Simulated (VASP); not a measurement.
Given:

```xyz
18
Lattice="5.1357 0.0000 0.0000 2.5679 4.4477 0.0000 0.0000 0.0000 20.3733" Properties=species:S:1:pos:R:3 pbc="T T T"
Cu     0.0000     0.0000     7.0845
Cu     5.1357     4.4461     7.0836
Cu     6.4183     2.2246     7.0836
Cu     3.8532     2.2246     7.0836
Cu     1.2825     0.7405     9.1619
Cu     3.8532     0.7405     9.1619
Cu     2.5679     2.9668     9.1619
Cu     5.1357     2.9651     9.1712
Cu     5.1357     1.4684    11.2486
Cu     2.5679     1.4826    11.2305
Cu     6.4319     3.7135    11.2486
Cu     3.8395     3.7135    11.2486
Cu     0.0000     0.0000    13.3888
Cu     2.5679     0.0000    13.2810
Cu     1.2840     2.2238    13.2810
Cu     3.8518     2.2238    13.2810
O      0.0000     0.0000    15.2263
H      0.0000     0.0000    16.1928
```

These are PBE GGA, VASP's PBE PAW potentials (set 64) (plane waves; VASP) values and carry that method's errors. Numerical set-up: PREC = Normal, 400 eV cut-off, 6×6×1 Γ-centred mesh, first-order Methfessel-Paxton smearing of 0.10 eV, potentials Cu O H.

Q: What does the run give for the energy per atom (σ→0), band gap (on the k-mesh) with the smallest direct gap where there is one?

A: 
The band gap (on the k-mesh) is none (metal, semimetal or under 0.01 eV) and the energy per atom (σ→0) is -3.654 eV/atom.

Only differences to runs with the same potentials and settings are physical.

The cell is a thin slab with vacuum, built from Cu (fcc): (111) face, OH adsorbed.
